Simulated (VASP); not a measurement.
A run of VASP 6.6.1 is set up as follows.

INCAR

```
ALGO = Normal
EDIFF = 1E-6
ENCUT = 520
GGA = PE
ISIF = 2
ISMEAR = -1
LASPH = True
LCHARG = True
LELF = True
LREAL = False
LVHAR = True
LWAVE = False
NBANDS = 24
NELM = 60
PREC = Accurate
SIGMA = 0.02
```

Contents of KPOINTS:

```
k-points
0
Gamma
  6 6 4
```

The input POSCAR:

```
Sc2PN
1.0
    3.4959715108      0.0000000000      0.0000000000
    0.0000000000      3.4959715108      0.0000000000
    0.0000000000      0.0000000000      5.0005680223
N Sc P
1 2 1
Direct
    0.0000000000      0.0000000000      0.0000000000
    0.0000000000      0.0000000000      0.5000000000
    0.5000000000      0.5000000000      0.0000000000
    0.5000000000      0.5000000000      0.5000000000
```

Potentials or basis: VASP PAW PBE potentials, release 64 (N, Sc_sv, P).

Run with:

```bash
$ cat potpaw_PBE.64/N/POTCAR potpaw_PBE.64/Sc_sv/POTCAR potpaw_PBE.64/P/POTCAR > POTCAR
$ mpirun -np 1 vasp_std > vasp.out
```

Q: Predict the band gap on the k mesh.

A: None (metal or under the smearing width).

Q: Predict the pressure.

A: 0.3 GPa.
